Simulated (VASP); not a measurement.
# B2C (P4/mmm) in VASP: a series of runs

The runs below take B2C through relaxation of cell and atoms, with PBE.

All numbers are computed with VASP 6.6.1; they aren't measurements. Logs are shortened: lines on timing, memory, paths and dates and some standing lists are left out, and cuts for length are marked.

### Step 1. Starting point

It takes space group P4/mmm (No. 123, tetragonal). Conventional cell: a = 2.602 Å, b = 2.602 Å, c = 4.264 Å, α = 90.00°, β = 90.00°, γ = 90.00°. B (site symmetry 4/mmm) has 4 C at 1.84 Å as nearest neighbours. B (site symmetry 4/mmm) is surrounded by 2 C at 2.13 Å. Around C (site symmetry 4/mmm) lie 4 B at 1.84 Å.

The cell was built by a generator and needn't be a form met in nature.

### Step 2. Relaxation of cell and atoms, PBE

INCAR reads:

```
SYSTEM = B2C
PREC     = Normal         ! precision mode
ENCUT    = 520            ! plane-wave cutoff, eV
EDIFF    = 1E-4           ! SCF threshold, eV
ISMEAR   = 0              ! smearing method
SIGMA    = 0.15           ! smearing width, eV
LREAL    = .FALSE.        ! projectors in reciprocal space
LASPH    = .TRUE.         ! aspherical terms in the spheres
NELM     = 60             ! most SCF steps
ALGO     = Fast           ! electronic algorithm
ISIF     = 3              ! what is computed and relaxed
LWAVE    = .FALSE.        ! write WAVECAR
LCHARG   = .FALSE.        ! write CHGCAR
GGA      = PE             ! functional
IBRION   = 2              ! ionic algorithm
NSW      = 24             ! ionic steps
EDIFFG   = -0.08          ! ionic threshold
KPAR     = 2
```

KPOINTS reads:

```
Automatic mesh
0
G
  8 8 5
  0 0 0
```

POSCAR reads:

```
B2C
1.0
    2.6018737400      0.0000000000      0.0000000000
    0.0000000000      2.6018737400      0.0000000000
    0.0000000000      0.0000000000      4.2641657100
B C
2 1
Direct
    0.5000000000      0.5000000000      0.0000000000
    0.0000000000      0.0000000000      0.5000000000
    0.0000000000      0.0000000000      0.0000000000
```

Potentials or basis: VASP PAW PBE potentials, release 64 (B, C).

On the command line:

```bash
$ cat potpaw_PBE.64/B/POTCAR potpaw_PBE.64/C/POTCAR > POTCAR
$ mpirun -np 2 vasp_std > vasp.out
```

OUTCAR:

```text
SYSTEM = B2C
   PREC = Normal
   ENCUT = 520
   EDIFF = 1E-4
   ISMEAR = 0
   LREAL = .FALSE.
   LASPH = .TRUE.
   NELM = 60
   ISIF = 3
   GGA = PE
   IBRION = 2
   NSW = 24
   EDIFFG = -0.08

 ion  position               nearest neighbor table
   1  0.500  0.500  0.000-   3 1.84   3 1.84   3 1.84   3 1.84
   2  0.000  0.000  0.500-
   3  0.000  0.000  0.000-   1 1.84   1 1.84   1 1.84   1 1.84

  LATTYP: Found a simple tetragonal cell.
 ALAT       =     2.6018737400
 C/A-ratio  =     1.6388826423

  Lattice vectors:

 A1 = (   2.6018737400,   0.0000000000,   0.0000000000)
 A2 = (   0.0000000000,   2.6018737400,   0.0000000000)
 A3 = (   0.0000000000,   0.0000000000,   4.2641657100)

Analysis of symmetry for initial positions (statically):
=====================================================================
 Subroutine PRICEL returns:
 Original cell was already a primitive cell.

 Routine SETGRP: Setting up the symmetry group for a
 simple tetragonal supercell.

 Subroutine GETGRP returns: Found 16 space group operations
 (whereof 16 operations were pure point group operations)
 out of a pool of 16 trial point group operations.

The static configuration has the point symmetry D_4h.

Analysis of symmetry for dynamics (positions and initial velocities):
=====================================================================
 Subroutine PRICEL returns:
 Original cell was already a primitive cell.

 Routine SETGRP: Setting up the symmetry group for a
 simple tetragonal supercell.

 Subroutine GETGRP returns: Found 16 space group operations
 (whereof 16 operations were pure point group operations)
 out of a pool of 16 trial point group operations.

The dynamic configuration has the point symmetry D_4h.

 Subroutine INISYM returns: Found 16 space group operations
 (whereof 16 operations are pure point group operations),
 and found     1 'primitive' translations

----------------------------------------------------------------------------------------

                                     Primitive cell

  volume of cell :      28.8673

  direct lattice vectors                    reciprocal lattice vectors
     2.601873740  0.000000000  0.000000000     0.384338404  0.000000000  0.000000000
     0.000000000  2.601873740  0.000000000     0.000000000  0.384338404  0.000000000
     0.000000000  0.000000000  4.264165710     0.000000000  0.000000000  0.234512462

  length of vectors
     2.601873740  2.601873740  4.264165710     0.384338404  0.384338404  0.234512462

  position of ions in fractional coordinates (direct lattice)
     0.500000000  0.500000000  0.000000000
     0.000000000  0.000000000  0.500000000
     0.000000000  0.000000000  0.000000000

  ion indices of the primitive-cell ions
   primitive index   ion index
                 1           1
                 2           2
                 3           3

----------------------------------------------------------------------------------------

 KPOINTS: Automatic mesh

Automatic generation of k-mesh.
 Grid dimensions read from file:
 generate k-points for:    8    8    5

 Generating k-lattice:

  Cartesian coordinates                     Fractional coordinates (reciprocal lattice)
     0.048042300  0.000000000  0.000000000     0.125000000  0.000000000  0.000000000
     0.000000000  0.048042300  0.000000000     0.000000000  0.125000000  0.000000000
     0.000000000  0.000000000  0.046902492     0.000000000  0.000000000  0.200000000

  Length of vectors
     0.048042300  0.048042300  0.046902492

  Shift w.r.t. Gamma in fractional coordinates (k-lattice)
     0.000000000  0.000000000  0.000000000

 Subroutine IBZKPT returns following result:
 ===========================================

 Found     45 irreducible k-points:

 Following reciprocal coordinates:
            Coordinates               Weight
  0.000000  0.000000  0.000000      1.000000
  0.125000  0.000000  0.000000      4.000000
  0.250000  0.000000  0.000000      4.000000
  0.375000  0.000000  0.000000      4.000000
  0.500000  0.000000  0.000000      2.000000
  0.125000  0.125000  0.000000      4.000000
[... 16 lines left out ...]
  0.375000  0.125000  0.200000     16.000000
  0.500000  0.125000  0.200000      8.000000
 [... further k-points ...]
   k-points           NKPTS =     45   k-points in BZ     NKDIM =     45   number of bands    NBANDS=      9
   number of dos      NEDOS =    301   number of ions     NIONS =      3
   total plane-waves  NPLWV =   6144
   dimension x,y,z NGX =    16 NGY =   16 NGZ =   24
   dimension x,y,z NGXF=    32 NGYF=   32 NGZF=   48
   ions per type =               2   1
   NGX,Y,Z   is equivalent  to a cutoff of  10.22, 10.22,  9.36 a.u.
   NGXF,Y,Z  is equivalent  to a cutoff of  20.45, 20.45, 18.71 a.u.
 SYSTEM =  B2C
   PREC   = normal    normal or accurate (medium, high low for compatibility)
   ISTART =      0    job   : 0-new  1-cont  2-samecut
   ICHARG =      2    charge: 1-file 2-atom 10-const
   ISPIN  =      1    spin polarized calculation?
   LNONCOLLINEAR =      F non collinear calculations
   LSORBIT =      F    spin-orbit coupling
   LASPH  =      T    aspherical Exc in radial PAW
   ENCUT  =  520.0 eV  38.22 Ry    6.18 a.u.   4.84  4.84  7.93*2*pi/ulx,y,z
   NELM   =     60;   NELMIN=  2; NELMDL= -5     # of ELM steps
   EDIFF  = 0.1E-03   stopping-criterion for ELM
   LREAL  =      F    real-space projection
   EDIFFG = -.8E-01   stopping-criterion for IOM
   NSW    =     24    number of steps for IOM
   IBRION =      2    ionic relax: 0-MD 1-quasi-New 2-CG
   NFREE  =      1    steps in history (QN), initial steepest desc. (CG)
   ISIF   =      3    stress and relaxation
   ISYM   =      2    0-nonsym 1-usesym 2-fastsym
   POTIM  = 0.5000    time-step for ionic-motion
   TEBEG  =    0.0;   TEEND  =   0.0 temperature during run
   PSTRESS=    0.0 pullay stress
   NELECT =      10.0000    total number of electrons
   NUPDOWN=      -1.0000    fix difference up-down
   EMIN   =  10.00;   EMAX   =-10.00  energy-range for DOS
   EFERMI =   0.00;   METHOD = LEGACY
   ISMEAR =     0;   SIGMA  =   0.15  broadening in eV -4-tet -1-fermi 0-gaus
   EFERMI_NEDOS =   21; number of points for ismear=-14 and -15
   IALGO  =     68    algorithm
   IMIX   =      4    mixing-type and parameters
     AMIX     =   0.40;   BMIX     =  1.00
     AMIX_MAG =   1.60;   BMIX_MAG =  1.00
  volume/ion in A,a.u.               =       9.62        64.94
  Fermi-wavevector in a.u.,A,eV,Ry     =   1.149757  2.172725 17.986096  1.321941
  Thomas-Fermi vector in A             =   2.286425
   LORBIT       =      0    0 simple, 1 ext, 2 COOP (PROOUT), +10 PAW based schemes
   GGA     = PE    functional components
   LHFCALC =     F    Hartree Fock is set to
   AEXX    =    0.0000 exact exchange contribution
   IVDW    =     0    specifies the selected vdW correction
   LEPSILON=     F    determine dielectric tensor
   LRPA    =     F    only Hartree local field effects (RPA)
 conjugate gradient relaxation of ions
 non-spin polarized calculation
 RMM-DIIS sequential band-by-band and
 Gauss-broadening in eV      SIGMA  =   0.15
  energy-cutoff  :      520.00
  volume of cell :       28.87
 maximum number of plane-waves:       803
   NGX =  9   NGY =  9   NGZ = 15

--------------------------------------- Ionic step        1  -------------------------------------------

 number of electron       9.9999998 magnetization

 number of electron      10.0000000 magnetization

 Free energy of the ion-electron system (eV)
  ---------------------------------------------------
  ext. energy  EPLUGINS =         0.00000000
  ---------------------------------------------------
  free energy    TOTEN  =       -16.05164662 eV

  energy without entropy =      -16.03721512  energy(sigma->0) =      -16.04443087

------------------------ aborting loop because EDIFF is reached ----------------------------------------

  FORCE on cell =-STRESS in cart. coord.  units (eV):
  Direction    XX          YY          ZZ          XY          YZ          ZX
  --------------------------------------------------------------------------------------
  -------------------------------------------------------------------------------------
  Total       -6.0476619     -6.0476619     -6.1308277      0.0000000      0.0000000     -0.0000000
  in kB     -335.6538070   -335.6538070   -340.2696255      0.0000000      0.0000000     -0.0000000
  external PRESSURE =    -337.1924132 kB  Pullay stress =       0.0000000 kB
[... 92 lines left out ...]
  FREE ENERGIE OF THE ION-ELECTRON SYSTEM (eV)
  ---------------------------------------------------
  free  energy   TOTEN  =       -17.0215595542 eV

  energy  without entropy=      -17.0098826741  energy(sigma->0) =      -17.01572111

 E-fermi :  11.4169     XC(G=0): -13.3046

 val. band max:       11.3918006080   @ k =   0.2500   0.0000   0.2000
 cond. band min:      11.4670817975   @ k =   0.2500   0.1250   0.2000
 fundamental gap:      0.0752811895
 Fermi energy:        11.4168835773

 k-point     1 :       0.0000    0.0000    0.0000
  band No.  band energies     occupation
      1     -10.2350      2.00000
      2       0.9579      2.00000
      3       4.8302      2.00000
      4       4.8302      2.00000
      5      12.7072      0.00000
      6      15.4074      0.00000
      7      17.3363      0.00000
      8      22.1248      0.00000
      9      22.1625      0.00000
[... 265 lines left out ...]
 k-point    24 :       0.5000    0.1250    0.2000
  band No.  band energies     occupation
      1      -6.2071      2.00000
      2      -2.9321      2.00000
      3       1.5046      2.00000
      4       6.8586      2.00000
      5       9.1637      2.00000
      6      12.5886      0.00000
      7      17.1789      0.00000
      8      20.0571      0.00000
      9      22.2874      0.00000

 [... further k-points ...]

[... ionic steps 4 to 14 ...]

--------------------------------------- Ionic step       15  -------------------------------------------

 number of electron      10.0000000 magnetization

------------------------ aborting loop because EDIFF is reached ----------------------------------------

  FORCE on cell =-STRESS in cart. coord.  units (eV):
  Direction    XX          YY          ZZ          XY          YZ          ZX
  --------------------------------------------------------------------------------------
  -------------------------------------------------------------------------------------
  Total        0.2787871      0.2787871      0.7646822      0.0000000      0.0000000     -0.0000000
  in kB       21.4740822     21.4740822     58.9010400      0.0000000      0.0000000     -0.0000000
  external PRESSURE =      33.9497348 kB  Pullay stress =       0.0000000 kB
[... 59 lines left out ...]
  energy  without entropy=      -18.2321586124  energy(sigma->0) =      -18.23969830

--------------------------------------- Ionic step       17  -------------------------------------------

 number of electron      10.0000001 magnetization

 Free energy of the ion-electron system (eV)
  ---------------------------------------------------
  ext. energy  EPLUGINS =         0.00000000
  ---------------------------------------------------
  free energy    TOTEN  =       -18.24986945 eV

  energy without entropy =      -18.23397274  energy(sigma->0) =      -18.24192110

 E-fermi :   8.2443     XC(G=0): -12.1894

 val. band max:        8.2199391316   @ k =   0.3750   0.2500   0.2000
 cond. band min:       8.2535371167   @ k =   0.3750   0.3750   0.2000
 fundamental gap:      0.0335979851
 Fermi energy:         8.2443166326

 k-point     1 :       0.0000    0.0000    0.0000
  band No.  band energies     occupation
      1     -10.5026      2.00000
      2      -0.7240      2.00000
      3       3.5237      2.00000
      4       3.5237      2.00000
      5       8.4176      0.10232
      6       9.2990      0.00000
      7      13.0225      0.00000
      8      16.4825      0.00000
      9      16.4825      0.00000
[... 306 lines left out ...]
  FREE ENERGIE OF THE ION-ELECTRON SYSTEM (eV)
  ---------------------------------------------------
  free  energy   TOTEN  =       -18.2498694547 eV

  energy  without entropy=      -18.2339727371  energy(sigma->0) =      -18.24192110

 reached required accuracy - stopping structural energy minimisation
```

Run time: 39 s. Hardware: 2 MPI ranks of AMD EPYC 7R13 (Zen 3), shared host; peak memory 0.1 GiB.

Results:

```yaml
Free_energy: -18.2499 eV
Relaxed_volume: 6.97 Å³/atom
Relaxed_cell: a = 2.670 Å, b = 2.670 Å, c = 2.933 Å, α = 90.00°, β = 90.00°, γ = 90.00°
Space_group_after_relaxing_to_0.05_Å: P4/mmm (No. 123)
Energy_gained_by_relaxing: 732.7 meV/atom
Ionic_steps: 17
Pressure_after_relaxing: 1.2 GPa
Band_gap_on_the_k_mesh: none (metal or under the smearing width)
```

Step by step:
```csv
step,energy change (eV),largest force (eV/Å),pressure (GPa),volume (Å³)
1,0.0000,0.0000,-33.72,28.87
2,-0.9617,0.0000,5.30,21.21
3,-0.9699,0.0000,0.57,21.68
4,-1.3325,0.0000,0.32,20.68
5,-1.7993,0.0000,13.26,19.27
6,-0.1517,0.0000,127.39,16.11
7,-1.8457,0.0000,18.27,18.96
8,-1.8543,0.0000,22.53,18.75
9,-2.0909,0.0000,9.65,19.65
10,-2.1701,0.0000,4.04,20.31
11,-2.0627,0.0000,6.59,21.55
12,-2.1886,0.0000,3.02,20.56
13,-2.1808,0.0000,3.78,21.06
14,-2.1961,0.0000,3.20,20.74
15,-2.1962,0.0000,3.39,20.80
16,-2.1956,0.0000,-1.38,21.03
17,-2.1982,0.0000,1.18,20.90
```

Final structure:
```xyz
3
Lattice="2.6697 0.0000 0.0000 0.0000 2.6697 0.0000 0.0000 0.0000 2.9328" Properties=species:S:1:pos:R:3 pbc="T T T"
B     1.3349    1.3349    2.9328
B     0.0000    2.6697    1.4664
C     0.0000    0.0000    0.0000
```

Caveat: the volume moved by over 15 % at a fixed basis, so the end points are rough; the relaxation stopped at a loose force limit of 0.08 eV/Å, so its end isn't a converged minimum.

### Step 3. Relaxation of cell and atoms, PBE

This run uses another cell than the first one, of 10.37 Å³/atom, 1.078 times its volume.

INCAR is that of step 2.

KPOINTS reads:

```
Automatic mesh
0
G
  7 7 7
  0 0 0
```

POSCAR reads:

```
B2C
1.0
   -1.9579842500      1.9579842500      2.0288673600
    1.9579842500     -1.9579842500      2.0288673600
    1.9579842500      1.9579842500     -2.0288673600
B C
2 1
Direct
    0.7500000000      0.2500000000      0.5000000000
    0.2500000000      0.7500000000      0.5000000000
    0.0000000000      0.0000000000      0.0000000000
```

Potentials or basis: VASP PAW PBE potentials, release 64 (B, C).

On the command line:

```bash
$ cat potpaw_PBE.64/B/POTCAR potpaw_PBE.64/C/POTCAR > POTCAR
$ mpirun -np 2 vasp_std > vasp.out
```

It took 17 s on 2 MPI ranks of AMD EPYC 7R13 (Zen 3), shared host; peak memory 0.11 GiB.

The run converged. Its results:

- Free energy: -18.4461 eV
- Relaxed volume: 6.51 Å³/atom
- Relaxed cell: a = 2.939 Å, b = 2.939 Å, c = 2.939 Å, α = 108.30°, β = 108.30°, γ = 111.84°
- Space group after relaxing (to 0.05 Å): I4/mmm (No. 139)
- Energy gained by relaxing: 944.6 meV/atom
- Ionic steps: 5
- Pressure after relaxing: 0.5 GPa
- Band gap on the k mesh: none (metal or under the smearing width)

Stress tensor (GPa, compression positive):
```
0.42 0.00 0.00
0.00 0.42 0.00
0.00 0.00 0.66
```

The path:
```csv
step,energy change (eV),largest force (eV/Å),pressure (GPa),volume (Å³)
1,0.0000,0.0000,-45.80,31.11
2,-2.5818,0.0000,11.23,19.43
3,-2.7065,0.0000,-7.47,20.72
4,-2.8134,0.0000,4.98,19.10
5,-2.8337,0.0000,0.50,19.52
```

Final structure:
```cif
data_structure
_symmetry_space_group_name_H-M 'P 1'
_symmetry_Int_Tables_number 1
_cell_length_a 2.9391
_cell_length_b 2.9391
_cell_length_c 2.9391
_cell_angle_alpha 108.300
_cell_angle_beta 108.300
_cell_angle_gamma 111.840
_cell_volume 19.52
loop_
_atom_site_label
_atom_site_type_symbol
_atom_site_fract_x
_atom_site_fract_y
_atom_site_fract_z
_atom_site_occupancy
B1 B 0.75000 0.25000 0.50000 1
B2 B 0.25000 0.75000 0.50000 1
C1 C 0.00000 0.00000 0.00000 1
```

Levels at points of the mesh, in eV from the Fermi level:
| k point | band 1 | band 2 | band 3 | band 4 | band 5 | band 6 | band 7 | band 8 | band 9 |
| --- | --- | --- | --- | --- | --- | --- | --- | --- | --- |
| (0.00, 0.00, 0.00) | -19.04 | -4.18 | -3.74 | -3.74 | -0.42 | 1.90 | 3.04 | 3.04 | 9.28 |

Caveat: the volume moved by over 15 % at a fixed basis, so the end points are rough; the relaxation stopped at a loose force limit of 0.08 eV/Å, so its end isn't a converged minimum.
